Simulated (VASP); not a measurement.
# From one sheet to two: 1T-TiTe2 monolayer, part 7 of 9

What are the lattice, gap and band positions of 1T-TiTe2 monolayer, and what does a second sheet change?

VASP 6.6.1, plane waves and PAW; the level of theory is named at each step.

So far. Step 10 (A rigid stacking): Energy at zero smearing: -131.04760 eV.

### 11. A rigid stacking

Level of this step: r2SCAN with rVV10, no spin polarisation; plane waves and PAW (Ti, Te) (VASP).

Input file INCAR:

```
SYSTEM = TiTe2
PREC = Normal
ENCUT = 350
EDIFF = 1E-05
NELM = 120
ISMEAR = 0
SIGMA = 0.03
LREAL = .FALSE.
ALGO = Normal
METAGGA = R2SCAN
LUSE_VDW = .TRUE.
IVDW_NL = 2
BPARAM = 11.95
CPARAM = 0.0093
LASPH = .TRUE.
NBANDS = 22
LORBIT = 11
LWAVE = .FALSE.
LCHARG = .FALSE.
KPAR = 4
IDIPOL = 3
LDIPOL = .TRUE.
DIPOL = 0.5 0.5 0.5
```

Input file POSCAR:

```
TiTe2
1.0
    3.7482642872      0.0000000000      0.0000000000
   -1.8741321436      3.2460920928      0.0000000000
    0.0000000000      0.0000000000     26.9765032512
Ti Te
2 4
Direct
    0.0000000000      0.0000000000      0.3788158100
    0.0000000000      0.0000000000      0.6211841900
    0.3333333300      0.6666666700      0.3150890200
    0.6666666700      0.3333333300      0.4425425900
    0.6666666700      0.3333333300      0.5574574100
    0.3333333300      0.6666666700      0.6849109800
```

Input file KPOINTS:

```
Automatic mesh
0
Gamma
9 9 1
0 0 0
```

Potentials, in the order of the species: Ti and Te (PBE family, release 64).

Command:

```sh
$ mpirun -np 4 vasp_std
```

Log:

```text
[... set-up lines as in an earlier step ...]
 entering main loop
       N       E                     dE             d eps       ncg     rms          rms(c)
Total rVV10 correction in eV:      1.0544123    52.3573933
Total rVV10 correction in eV:      1.0544123    52.3573933
Total rVV10 correction in eV:      1.0544123    52.3573933
Total rVV10 correction in eV:      1.0544123    52.3573933
DAV:   1     0.962268735076E+02    0.96227E+02   -0.82896E+03   528   0.813E+02
DAV:   2    -0.114743616838E+03   -0.21097E+03   -0.20459E+03   744   0.194E+02
DAV:   3    -0.137826385396E+03   -0.23083E+02   -0.22114E+02   724   0.712E+01
DAV:   4    -0.138652753335E+03   -0.82637E+00   -0.81790E+00   728   0.147E+01
DAV:   5    -0.138674670886E+03   -0.21918E-01   -0.21896E-01   742   0.260E+00    0.197E+01
Total rVV10 correction in eV:      1.0467653    52.3579883
Total rVV10 correction in eV:      1.0467653    52.3579883
Total rVV10 correction in eV:      1.0467653    52.3579883
Total rVV10 correction in eV:      1.0467653    52.3579883
[...]
Total rVV10 correction in eV:      1.0509972    52.3574032
DAV:  23    -0.130687411822E+03   -0.21163E-04   -0.80778E-07   264   0.578E-03    0.181E-03
Total rVV10 correction in eV:      1.0509973    52.3574070
Total rVV10 correction in eV:      1.0509973    52.3574070
Total rVV10 correction in eV:      1.0509973    52.3574070
Total rVV10 correction in eV:      1.0509973    52.3574070
DAV:  24    -0.130687424148E+03   -0.12326E-04   -0.56096E-07   264   0.497E-03    0.895E-04
Total rVV10 correction in eV:      1.0509967    52.3573969
Total rVV10 correction in eV:      1.0509967    52.3573969
Total rVV10 correction in eV:      1.0509967    52.3573969
Total rVV10 correction in eV:      1.0509967    52.3573969
DAV:  25    -0.130687432145E+03   -0.79977E-05   -0.72415E-07   264   0.527E-03
Total rVV10 correction in eV:      1.0509973    52.3573931
Total rVV10 correction in eV:      1.0509973    52.3573931
Total rVV10 correction in eV:      1.0509973    52.3573931
Total rVV10 correction in eV:      1.0509973    52.3573931
Total rVV10 correction in eV:      1.0509966    52.3573939
Total rVV10 correction in eV:      1.0509966    52.3573939
Total rVV10 correction in eV:      1.0509966    52.3573939
Total rVV10 correction in eV:      1.0509966    52.3573939
   1 F= -.13068743E+03 E0= -.13068685E+03  d E =-.115863E-02
```

It took 3 min on 4 MPI ranks of Intel Xeon Platinum 8259CL at 2.50GHz (Skylake/Cascade Lake), shared host; peak memory 1.5 GiB.

From OUTCAR (step 11):

```text
  Total        0.5536015      0.5536015      2.7147838      0.0000000      0.0000000      0.0000000
  in kB        2.7022848      2.7022848     13.2516250      0.0000000      0.0000000      0.0000000
  external PRESSURE =       6.2187315 kB  Pullay stress =       0.0000000 kB

 POSITION                                       TOTAL-FORCE (eV/Angst)
 -----------------------------------------------------------------------------------
      0.00000      0.00000     10.21913        -0.000000      0.000000      0.274025
      0.00000      0.00000     16.75738        -0.000000      0.000000     -0.274025
     -0.00000      2.16406      8.50000        -0.000000      0.000000     -0.055576
      1.87413      1.08203     11.93825         0.000000      0.000000     -1.291047
      1.87413      1.08203     15.03825         0.000000     -0.000000      1.291047
     -0.00000      2.16406     18.47650        -0.000000     -0.000000      0.055576
 -----------------------------------------------------------------------------------
    total drift:                               -0.000002      0.000001     -0.000000

  FREE ENERGIE OF THE ION-ELECTRON SYSTEM (eV)
  ---------------------------------------------------
  free  energy   TOTEN  =      -130.6874321453 eV

  energy  without entropy=     -130.6862735153  energy(sigma->0) =     -130.68685283

[... 2 parts as in an earlier step ...]

[... 1 further part left out ...]
[key lines of the parts left out:]
E-fermi :   0.1273
```

Energy at zero smearing: -130.68685 eV.

### 12. A rigid stacking

INCAR is that of step 11.

Input file POSCAR:

```
TiTe2
1.0
    3.7482642872      0.0000000000      0.0000000000
   -1.8741321436      3.2460920928      0.0000000000
    0.0000000000      0.0000000000     26.9765032512
Ti Te
2 4
Direct
    0.0000000000      0.0000000000      0.3788158100
    0.3333333300      0.6666666700      0.6211841900
    0.3333333300      0.6666666700      0.3150890200
    0.6666666700      0.3333333300      0.4425425900
    0.0000000000      1.0000000000      0.5574574100
    0.6666666700      0.3333333300      0.6849109800
```

KPOINTS is that of step 11.

Command:

```sh
$ mpirun -np 4 vasp_std
```

Log:

```text
[... set-up lines as in an earlier step ...]
 entering main loop
       N       E                     dE             d eps       ncg     rms          rms(c)
Total rVV10 correction in eV:      1.0505123    52.3573931
Total rVV10 correction in eV:      1.0505123    52.3573931
Total rVV10 correction in eV:      1.0505123    52.3573931
Total rVV10 correction in eV:      1.0505123    52.3573931
DAV:   1     0.947204741005E+02    0.94720E+02   -0.83112E+03   528   0.814E+02
DAV:   2    -0.115805533115E+03   -0.21053E+03   -0.20363E+03   736   0.195E+02
DAV:   3    -0.138274354422E+03   -0.22469E+02   -0.21803E+02   716   0.696E+01
DAV:   4    -0.139140343878E+03   -0.86599E+00   -0.85427E+00   732   0.151E+01
DAV:   5    -0.139166029049E+03   -0.25685E-01   -0.25650E-01   754   0.270E+00    0.193E+01
Total rVV10 correction in eV:      1.0420427    52.3578675
Total rVV10 correction in eV:      1.0420427    52.3578675
Total rVV10 correction in eV:      1.0420427    52.3578675
Total rVV10 correction in eV:      1.0420427    52.3578675
[...]
Total rVV10 correction in eV:      1.0438432    52.3573907
DAV:  30    -0.131079838048E+03   -0.37562E-04   -0.67387E-06   356   0.122E-02    0.136E-02
Total rVV10 correction in eV:      1.0438657    52.3573907
Total rVV10 correction in eV:      1.0438657    52.3573907
Total rVV10 correction in eV:      1.0438657    52.3573907
Total rVV10 correction in eV:      1.0438657    52.3573907
DAV:  31    -0.131079906393E+03   -0.68345E-04   -0.34788E-05   490   0.319E-02    0.174E-02
Total rVV10 correction in eV:      1.0438669    52.3573907
Total rVV10 correction in eV:      1.0438669    52.3573907
Total rVV10 correction in eV:      1.0438669    52.3573907
Total rVV10 correction in eV:      1.0438669    52.3573907
DAV:  32    -0.131079911824E+03   -0.54312E-05   -0.82820E-06   308   0.159E-02
Total rVV10 correction in eV:      1.0438731    52.3573929
Total rVV10 correction in eV:      1.0438731    52.3573929
Total rVV10 correction in eV:      1.0438731    52.3573929
Total rVV10 correction in eV:      1.0438731    52.3573929
Total rVV10 correction in eV:      1.0438672    52.3573907
Total rVV10 correction in eV:      1.0438672    52.3573907
Total rVV10 correction in eV:      1.0438672    52.3573907
Total rVV10 correction in eV:      1.0438672    52.3573907
   1 F= -.13107991E+03 E0= -.13107906E+03  d E =-.170040E-02
```

Wall time 4.1 min (4 MPI ranks); peak memory 1.5 GiB.

From OUTCAR (step 12):

```text
  Total        0.2744507      0.2744507      0.5801086      0.0000000      0.0000000     -0.0000000
  in kB        1.3396711      1.3396711      2.8316736      0.0000000      0.0000000     -0.0000000
  external PRESSURE =       1.8370053 kB  Pullay stress =       0.0000000 kB

 POSITION                                       TOTAL-FORCE (eV/Angst)
 -----------------------------------------------------------------------------------
      0.00000      0.00000     10.21913         0.000000     -0.000000     -0.019131
     -0.00000      2.16406     16.75738         0.000000      0.000000     -0.092622
     -0.00000      2.16406      8.50000         0.000000      0.000000      0.013574
      1.87413      1.08203     11.93825        -0.000000     -0.000000     -0.200786
      0.00000      0.00000     15.03825         0.000000     -0.000000      0.261527
      1.87413      1.08203     18.47650        -0.000000      0.000000      0.037439
 -----------------------------------------------------------------------------------
    total drift:                               -0.000011      0.000006     -0.002418

  FREE ENERGIE OF THE ION-ELECTRON SYSTEM (eV)
  ---------------------------------------------------
  free  energy   TOTEN  =      -131.0799118242 eV

  energy  without entropy=     -131.0782114225  energy(sigma->0) =     -131.07906162

[... 2 parts as in an earlier step ...]

[... 1 further part left out ...]
[key lines of the parts left out:]
E-fermi :   0.1289
```

Energy at zero smearing: -131.07906 eV.

(Continued in part 8 of 9.)

[Lines on the potential files, build, host, timing and source positions are cut from VASP's logs without a mark.]

[Logs are printed without paths, hosts, clocks, repeated set-up lines and the standing remarks that a program may print on its own settings, such as how far it seeks lower states.]

[Hosts, paths, dates, database ids (printed as entryN), source tags and the programs' standing remarks are cut or masked in the printed files.]

[Runs that stopped without an error message from VASP are left out.]
